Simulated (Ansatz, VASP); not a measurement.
**Al3In: VASP beside Ansatz**

Aim: how closely do two programs agree when they are given the same cell, functional and k mesh? The cell is generated by rule, not measured, and may not be a known phase. The cell is taken from a series of runs on this material, whose earlier steps may have relaxed, scaled, displaced or heated it; both programs get it as it stands.

Main program and level: Ansatz 0.2.0; plane waves, with VASP 6.6.1 beside it; zone-centre phonons at PBEsol.

The structure was built from a prototype and need not be the compound's stable phase.

### Step 1. The starting structure

The structure is cubic, space group Fm-3m (No. 225). The conventional cell has a = 6.744 Å, b = 6.744 Å, c = 6.744 Å, α = 90.00°, β = 90.00°, γ = 90.00°. Nearest to In lie 8 Al at 2.92 Å. Nearest to Al lie 8 Al at 2.92 Å. Nearest to Al lie 4 Al at 2.92 Å and 4 In at 2.92 Å. Farther neighbours are not listed.

As a file:

```xyz
4
Lattice="-3.3722 0.0000 3.3722 0.0000 3.3722 3.3722 -3.3722 3.3722 0.0000" Properties=species:S:1:pos:R:3 pbc="T T T"
In    0.0000    0.0000    0.0000
Al   -3.3722    3.3722    3.3722
Al   -5.0582    5.0582    5.0582
Al   -1.6861    1.6861    1.6861
```

### Step 2. VASP: zone-centre phonons, PBEsol

Second derivatives magnify differences that forces hide, and they need a tight electronic threshold.

Lines of VASP's logs that name or quote its potential files are left out, and so is its time.

The input, INCAR:

```
SYSTEM = Al3In
PREC = Accurate
ENCUT = 500
EDIFF = 1E-08
NELM = 120
ISMEAR = 0
SIGMA = 0.27211
LREAL = .FALSE.
ALGO = Normal
GGA = PS
NBANDS = 17
LORBIT = 11
LWAVE = .FALSE.
LCHARG = .FALSE.
ISIF = 2
IBRION = 8
LASPH = .TRUE.
GGA_COMPAT = .FALSE.
KPAR = 2
```

The input, POSCAR:

```
Al3In
1.0
   -3.3721604416      0.0000000000      3.3721604416
    0.0000000000      3.3721604416      3.3721604416
   -3.3721604416      3.3721604416      0.0000000000
In Al
1 3
Direct
    0.0000000000      0.0000000000      0.0000000000
    0.5000000000      0.5000000000      0.5000000000
    0.7500000000      0.7500000000      0.7500000000
    0.2500000000      0.2500000000      0.2500000000
```

The input, KPOINTS:

```
Automatic mesh
0
Gamma
8 8 8
0 0 0
```

PAW data sets: In_d and Al (PBE family, release 64).

Run with:

```
$ mpirun -np 2 vasp_std
```

Numbers of over 12 decimals in the logs are rounded to 6 here.

Output:

```text
[banner, memory and clock lines left out]
running    2 mpi-ranks, on    1 nodes
 distrk:  each k-point on    1 cores,    2 groups
 distr:  one band on    1 cores,    1 groups

 POSCAR found type information on POSCAR InAl
 POSCAR found :  2 types and       4 ions
|                                                                             |
|               ----> ADVICE to this user running VASP <----                  |
|                                                                             |
|     You enforced a specific xc type in the INCAR file but a different       |
|     [... a line on the potential file left out ...]
|     I HOPE YOU KNOW WHAT YOU ARE DOING!                                     |
|                                                                             |

 LDA part: xc-table for (Slater+PW92), standard interpolation
 POSCAR, INCAR and KPOINTS ok, starting setup
 FFT: planning ... GRIDC
 FFT: planning ... GRID_SOFT
 FFT: planning ... GRID
 WAVECAR not read
 entering main loop
       N       E                     dE             d eps       ncg     rms          rms(c)
DAV:   1     0.101085906159E+03    0.10109E+03   -0.91906E+03  1002   0.124E+03
DAV:   2    -0.838551451462E+01   -0.10947E+03   -0.10708E+03  1017   0.270E+02
DAV:   3    -0.145053610935E+02   -0.61198E+01   -0.60358E+01  1311   0.650E+01
DAV:   4    -0.146434174159E+02   -0.13806E+00   -0.13780E+00  1321   0.952E+00
DAV:   5    -0.146481893637E+02   -0.47719E-02   -0.47717E-02  1376   0.163E+00    0.441E+00
DAV:   6    -0.145136795019E+02    0.13451E+00   -0.22009E-01  1320   0.828E+00    0.235E+00
DAV:   7    -0.144741280916E+02    0.39551E-01   -0.58655E-02  1317   0.346E+00    0.428E-01
DAV:   8    -0.144703062788E+02    0.38218E-02   -0.47245E-03  1284   0.926E-01    0.242E-01
DAV:   9    -0.144696876749E+02    0.61860E-03   -0.43481E-04  1200   0.155E-01    0.836E-02
DAV:  10    -0.144696887028E+02   -0.10278E-05   -0.15865E-05  1429   0.374E-02    0.173E-02
DAV:  11    -0.144696892342E+02   -0.53145E-06   -0.52494E-07  1315   0.602E-03    0.881E-03
DAV:  12    -0.144696891271E+02    0.10711E-06   -0.12137E-07  1240   0.271E-03    0.169E-03
DAV:  13    -0.144696891006E+02    0.26557E-07   -0.11422E-08   688   0.142E-03    0.591E-04
DAV:  14    -0.144696890829E+02    0.17683E-07   -0.19385E-09   648   0.516E-04    0.203E-04
DAV:  15    -0.144696890764E+02    0.65115E-08   -0.50455E-10   590   0.331E-04
   1 F= -.14469689E+02 E0= -.14435288E+02  d E =-.688020E-01
 Linear response reoptimize wavefunctions to high precision
DAV:   1    -0.144696890749E+02    0.14463E-08   -0.16977E-10   665   0.153E-04
DAV:   2    -0.144696890748E+02    0.96406E-10   -0.80048E-11   562   0.112E-04
 Linear response DOF=           3
 Linear response progress:
  Degree of freedom:   1/  3
       N       E                     dE             d eps       ncg     rms          rms(c)
RMM:   1    -0.236702003229E+00   -0.23670E+00   -0.96723E-02  2728   0.444E+00
RMM:   2    -0.238397332631E+00   -0.16953E-02   -0.80604E-03  3298   0.741E-01    0.598E-02
RMM:   3    -0.238402019285E+00   -0.46867E-05   -0.72987E-04  3644   0.221E-01    0.363E-02
RMM:   4    -0.238348537086E+00    0.53482E-04   -0.80791E-05  3660   0.714E-02    0.761E-03
RMM:   5    -0.238334534122E+00    0.14003E-04   -0.19747E-05  3960   0.320E-02    0.308E-03
RMM:   6    -0.238320256263E+00    0.14278E-04   -0.29528E-06  3854   0.993E-03    0.100E-03
RMM:   7    -0.238315645899E+00    0.46104E-05   -0.50132E-07  3999   0.395E-03    0.357E-04
RMM:   8    -0.238313836657E+00    0.18092E-05    0.73489E-08  3888   0.167E-03    0.933E-05
RMM:   9    -0.238313025486E+00    0.81117E-06   -0.24110E-07  4041   0.810E-04    0.444E-05
RMM:  10    -0.238313147086E+00   -0.12160E-06    0.37370E-07  4092   0.461E-04    0.178E-05
RMM:  11    -0.238313037827E+00    0.10926E-06   -0.51758E-08  4156   0.270E-04    0.679E-06
RMM:  12    -0.238313100323E+00   -0.62496E-07    0.45926E-08  4065   0.190E-04    0.298E-06
RMM:  13    -0.238313089978E+00    0.10345E-07   -0.18347E-08  3974   0.151E-04    0.255E-06
RMM:  14    -0.238313067673E+00    0.22304E-07   -0.42675E-08  3714   0.132E-04    0.253E-06
RMM:  15    -0.238313070814E+00   -0.31400E-08   -0.70786E-08  3490   0.122E-04    0.239E-06
 first order change of Fermi-energy   0.47910E-04
 force on displaced ion       1 direction 1 :  -4.099   0.000   0.000
 Linear response progress:
  Degree of freedom:   2/  3
       N       E                     dE             d eps       ncg     rms          rms(c)
RMM:   1    -0.909041633785E-02   -0.90904E-02    0.74905E-03  4343   0.495E-01
RMM:   2    -0.741261783815E-02    0.16778E-02   -0.58519E-04  3763   0.158E-01    0.453E-02
RMM:   3    -0.743248362461E-02   -0.19866E-04   -0.13447E-04  3519   0.722E-02    0.229E-02
RMM:   4    -0.749998603034E-02   -0.67502E-04   -0.56763E-05  3717   0.398E-02    0.760E-03
RMM:   5    -0.750119443897E-02   -0.12084E-05   -0.43951E-06  3785   0.144E-02    0.172E-03
RMM:   6    -0.750178517603E-02   -0.59074E-06   -0.19884E-07  3831   0.463E-03    0.128E-03
RMM:   7    -0.750194330465E-02   -0.15813E-06   -0.12817E-08  3984   0.189E-03    0.296E-04
RMM:   8    -0.750234817844E-02   -0.40487E-06    0.64281E-07  3837   0.756E-04    0.205E-04
RMM:   9    -0.750238900625E-02   -0.40828E-07    0.37613E-07  4112   0.247E-04    0.407E-05
RMM:  10    -0.750236592141E-02    0.23085E-07    0.60558E-07  4047   0.971E-05    0.496E-05
RMM:  11    -0.750239811812E-02   -0.32197E-07    0.37454E-07  4155   0.566E-05    0.475E-05
RMM:  12    -0.750236897999E-02    0.29138E-07    0.65556E-07  3800   0.392E-05    0.135E-05
RMM:  13    -0.750240169491E-02   -0.32715E-07    0.28185E-07  3184   0.324E-05    0.796E-06
RMM:  14    -0.750237607375E-02    0.25621E-07    0.57767E-07  2631   0.301E-05    0.866E-07
[...]
RMM:  24    -0.750237551771E-02    0.30762E-07    0.58572E-07  2255   0.284E-05    0.118E-06
RMM:  25    -0.750240372430E-02   -0.28207E-07    0.29657E-07  2257   0.284E-05    0.109E-06
RMM:  26    -0.750237281601E-02    0.30908E-07    0.61443E-07  2260   0.284E-05    0.139E-06
RMM:  27    -0.750240438513E-02   -0.31569E-07    0.28857E-07  2260   0.284E-05    0.111E-06
RMM:  28    -0.750237511422E-02    0.29271E-07    0.58911E-07  2263   0.284E-05    0.154E-06
RMM:  29    -0.750240240652E-02   -0.27292E-07    0.30965E-07  2263   0.284E-05    0.144E-06
RMM:  30    -0.750237500510E-02    0.27401E-07    0.59137E-07  2274   0.284E-05    0.165E-06
RMM:  31    -0.750240247761E-02   -0.27473E-07    0.30682E-07  2269   0.284E-05    0.139E-06
 first order change of Fermi-energy   0.26243E-05
 force on displaced ion       2 direction 1 :  -2.418   0.000   0.000
 Linear response progress:
  Degree of freedom:   3/  3
       N       E                     dE             d eps       ncg     rms          rms(c)
RMM:   1    -0.880592537067E-02   -0.88059E-02    0.87040E-03  7262   0.677E-01
RMM:   2    -0.736834110493E-02    0.14376E-02   -0.93689E-04  5802   0.233E-01    0.451E-02
RMM:   3    -0.737514417144E-02   -0.68031E-05   -0.19232E-04  5892   0.898E-02    0.232E-02
RMM:   4    -0.742692802545E-02   -0.51784E-04   -0.57353E-05  6207   0.443E-02    0.804E-03
RMM:   5    -0.742885045962E-02   -0.19224E-05   -0.35687E-06  6115   0.140E-02    0.220E-03
RMM:   6    -0.742895318718E-02   -0.10273E-06   -0.38408E-07  6257   0.493E-03    0.114E-03
RMM:   7    -0.742957787783E-02   -0.62469E-06    0.31243E-08  6593   0.199E-03    0.265E-04
RMM:   8    -0.742976096314E-02   -0.18309E-06   -0.47599E-09  6612   0.712E-04    0.155E-04
RMM:   9    -0.742974571304E-02    0.15250E-07   -0.72836E-08  6833   0.266E-04    0.826E-05
RMM:  10    -0.742970582865E-02    0.39884E-07   -0.65405E-08  6767   0.117E-04    0.227E-05
RMM:  11    -0.742969457096E-02    0.11258E-07   -0.18779E-09  6830   0.700E-05    0.202E-05
RMM:  12    -0.742969947299E-02   -0.49020E-08   -0.60527E-08  6480   0.490E-05    0.301E-05
 first order change of Fermi-energy   0.28416E-04
 force on displaced ion       3 direction 1 :  -2.545  -0.000  -0.000
 Linear response finished
```

OUTCAR, selected parts (step 2):

```text
ion  position               nearest neighbor table
   1  0.000  0.000  0.000-   3 2.92   3 2.92   3 2.92   3 2.92   4 2.92   4 2.92   4 2.92   4 2.92
                             2 3.37   2 3.37   2 3.37   2 3.37   2 3.37   2 3.37
   2  0.500  0.500  0.500-   4 2.92   4 2.92   4 2.92   3 2.92   4 2.92   3 2.92   3 2.92   3 2.92
                             1 3.37   1 3.37   1 3.37   1 3.37   1 3.37   1 3.37
   3  0.750  0.750  0.750-   2 2.92   2 2.92   2 2.92   1 2.92   2 2.92   1 2.92   1 2.92   1 2.92

  LATTYP: Found a face centered cubic cell.
 ALAT       =     6.7443208832

 Subroutine GETGRP returns: Found 48 space group operations
 (whereof 48 operations were pure point group operations)

The static configuration has the point symmetry O_h .

 Found     29 irreducible k-points:

   k-points           NKPTS =     29   k-points in BZ     NKDIM =     29   number of bands    NBANDS=     17

   dimension x,y,z NGX =    36 NGY =   36 NGZ =   36
   dimension x,y,z NGXF=    72 NGYF=   72 NGZF=   72

   ENCUT  =  500.0 eV  36.75 Ry    6.06 a.u.   8.69  8.69  8.69*2*pi/ulx,y,z

   NELECT =      22.0000    total number of electrons

 k-points in reciprocal lattice and weights: Automatic mesh
   0.00000000  0.00000000  0.00000000       0.002
   0.12500000  0.00000000  0.00000000       0.016
   0.25000000  0.00000000  0.00000000       0.016
   0.37500000  0.00000000  0.00000000       0.016
   0.50000000  0.00000000  0.00000000       0.008
   0.12500000  0.12500000  0.00000000       0.012
   0.25000000  0.12500000  0.00000000       0.047
   0.37500000  0.12500000  0.00000000       0.047
   0.50000000  0.12500000  0.00000000       0.047
[...]
-0.37500000  0.50000000  0.12500000       0.023
  -0.25000000  0.50000000  0.25000000       0.012

 average (electrostatic) potential at core
       1 -93.3733       2 -72.6613       3 -72.7990       4 -72.7990

  Total        0.0255287      0.0255287      0.0255287      0.0000000      0.0000000     -0.0000000
  in kB        0.5333153      0.5333153      0.5333153      0.0000000      0.0000000     -0.0000000
  external PRESSURE =       0.5333153 kB  Pullay stress =       0.0000000 kB

  energy-cutoff  :      500.00
  volume of cell :       76.69
      direct lattice vectors                 reciprocal lattice vectors
    -3.372160442  0.000000000  3.372160442    -0.148272898 -0.148272898  0.148272898
     0.000000000  3.372160442  3.372160442     0.148272898  0.148272898  0.148272898
    -3.372160442  3.372160442  0.000000000    -0.148272898  0.148272898 -0.148272898

 POSITION                                       TOTAL-FORCE (eV/Angst)
 -----------------------------------------------------------------------------------
      0.00000      0.00000      0.00000        -0.000000     -0.000000      0.000000
     -3.37216      3.37216      3.37216        -0.000000     -0.000000     -0.000000
     -5.05824      5.05824      5.05824        -0.000000      0.000000      0.000000
     -1.68608      1.68608      1.68608         0.000000     -0.000000     -0.000000
 -----------------------------------------------------------------------------------
    total drift:                               -0.000000     -0.000000      0.000000

 Eigenvectors and eigenvalues of the dynamical matrix
 ----------------------------------------------------

   1 f  =    5.991377 THz    37.644931 2PiTHz  199.850819 cm-1    24.778332 meV
             X         Y         Z           dx          dy          dz
      0.000000  0.000000  0.000000    -0.000000    0.000000   -0.248654
     -3.372160  3.372160  3.372160    -0.000000    0.000000   -0.581833
     -5.058241  5.058241  5.058241     0.000000   -0.000000    0.547559
     -1.686080  1.686080  1.686080     0.000000   -0.000000    0.547559

   2 f  =    5.991377 THz    37.644931 2PiTHz  199.850819 cm-1    24.778332 meV
             X         Y         Z           dx          dy          dz
      0.000000  0.000000  0.000000     0.041876    0.245102    0.000000
     -3.372160  3.372160  3.372160     0.097988    0.573522    0.000000
     -5.058241  5.058241  5.058241    -0.092216   -0.539738   -0.000000
     -1.686080  1.686080  1.686080    -0.092216   -0.539738   -0.000000

   3 f  =    5.991377 THz    37.644931 2PiTHz  199.850819 cm-1    24.778332 meV
             X         Y         Z           dx          dy          dz
      0.000000  0.000000  0.000000     0.245102   -0.041876   -0.000000
     -3.372160  3.372160  3.372160     0.573522   -0.097988   -0.000000
     -5.058241  5.058241  5.058241    -0.539738    0.092216    0.000000
     -1.686080  1.686080  1.686080    -0.539738    0.092216    0.000000

   4 f  =    4.716461 THz    29.634397 2PiTHz  157.324195 cm-1    19.505705 meV
             X         Y         Z           dx          dy          dz
      0.000000  0.000000  0.000000     0.000000   -0.000000    0.000000
     -3.372160  3.372160  3.372160    -0.000000    0.000000   -0.000000
     -5.058241  5.058241  5.058241    -0.151968   -0.687295    0.067312
     -1.686080  1.686080  1.686080     0.151968    0.687295   -0.067312

   5 f  =    4.716461 THz    29.634397 2PiTHz  157.324195 cm-1    19.505705 meV
             X         Y         Z           dx          dy          dz
      0.000000  0.000000  0.000000     0.000000    0.000000   -0.000000
     -3.372160  3.372160  3.372160    -0.000000    0.000000    0.000000
     -5.058241  5.058241  5.058241    -0.118105   -0.042041   -0.695905
     -1.686080  1.686080  1.686080     0.118105    0.042041    0.695905

   6 f  =    4.716461 THz    29.634397 2PiTHz  157.324195 cm-1    19.505705 meV
             X         Y         Z           dx          dy          dz
      0.000000  0.000000  0.000000     0.000000    0.000000    0.000000
     -3.372160  3.372160  3.372160    -0.000000   -0.000000   -0.000000
     -5.058241  5.058241  5.058241    -0.680410    0.160803    0.105760
     -1.686080  1.686080  1.686080     0.680410   -0.160803   -0.105760

   7 f  =    4.311129 THz    27.087623 2PiTHz  143.803786 cm-1    17.829389 meV
             X         Y         Z           dx          dy          dz
      0.000000  0.000000  0.000000     0.219419   -0.549431    0.005210
     -3.372160  3.372160  3.372160    -0.268589    0.672554   -0.006378
     -5.058241  5.058241  5.058241    -0.092880    0.232574   -0.002206
     -1.686080  1.686080  1.686080    -0.092880    0.232574   -0.002206

   8 f  =    4.311129 THz    27.087623 2PiTHz  143.803786 cm-1    17.829389 meV
             X         Y         Z           dx          dy          dz
      0.000000  0.000000  0.000000    -0.529513   -0.209948    0.159950
     -3.372160  3.372160  3.372160     0.648173    0.256996   -0.195794
     -5.058241  5.058241  5.058241     0.224143    0.088871   -0.067707
     -1.686080  1.686080  1.686080     0.224143    0.088871   -0.067707

   9 f  =    4.311129 THz    27.087623 2PiTHz  143.803786 cm-1    17.829389 meV
             X         Y         Z           dx          dy          dz
      0.000000  0.000000  0.000000     0.146688    0.063983    0.569592
     -3.372160  3.372160  3.372160    -0.179560   -0.078321   -0.697233
     -5.058241  5.058241  5.058241    -0.062093   -0.027084   -0.241108
     -1.686080  1.686080  1.686080    -0.062093   -0.027084   -0.241108

  10 f/i=    0.007409 THz     0.046555 2PiTHz    0.247152 cm-1     0.030643 meV
             X         Y         Z           dx          dy          dz
      0.000000  0.000000  0.000000    -0.079454   -0.312996   -0.695590
     -3.372160  3.372160  3.372160    -0.038342   -0.151044   -0.335673
     -5.058241  5.058241  5.058241    -0.038412   -0.151317   -0.336281
     -1.686080  1.686080  1.686080    -0.038412   -0.151317   -0.336281

  11 f/i=    0.007409 THz     0.046555 2PiTHz    0.247152 cm-1     0.030643 meV
             X         Y         Z           dx          dy          dz
      0.000000  0.000000  0.000000     0.739789   -0.201982    0.006383
     -3.372160  3.372160  3.372160     0.357003   -0.097471    0.003080
     -5.058241  5.058241  5.058241     0.357648   -0.097647    0.003086
     -1.686080  1.686080  1.686080     0.357648   -0.097647    0.003086

  12 f/i=    0.007409 THz     0.046555 2PiTHz    0.247152 cm-1     0.030643 meV
             X         Y         Z           dx          dy          dz
      0.000000  0.000000  0.000000    -0.185807   -0.670345    0.322860
     -3.372160  3.372160  3.372160    -0.089666   -0.323491    0.155804
     -5.058241  5.058241  5.058241    -0.089828   -0.324076    0.156086
     -1.686080  1.686080  1.686080    -0.089828   -0.324076    0.156086

 ELASTIC MODULI CONTR FROM IONIC RELAXATION (kBar)
 Direction    XX          YY          ZZ          XY          YZ          ZX
 --------------------------------------------------------------------------------
 XX          -0.0000     -0.0000     -0.0000     -0.0000      0.0000     -0.0000
 YY          -0.0000     -0.0000     -0.0000     -0.0000      0.0000     -0.0000
 ZZ          -0.0000     -0.0000     -0.0000     -0.0000      0.0000     -0.0000
 XY          -0.0000     -0.0000     -0.0000    -53.8657      0.0000     -0.0000
 YZ           0.0000      0.0000      0.0000      0.0000    -53.8657      0.0000
 ZX          -0.0000     -0.0000     -0.0000     -0.0000      0.0000    -53.8657
 --------------------------------------------------------------------------------
```

(Continued in part 2 of 2.)

[Lines on the potential files, build, host, timing and source positions are cut from VASP's logs without a mark.]

[Logs are printed without paths, hosts, clocks, repeated set-up lines and the standing remarks that a program may print on its own settings, such as how far it seeks lower states.]

[Hosts, paths, dates, database ids (printed as entryN), source tags and the programs' standing remarks are cut or masked in the printed files.]
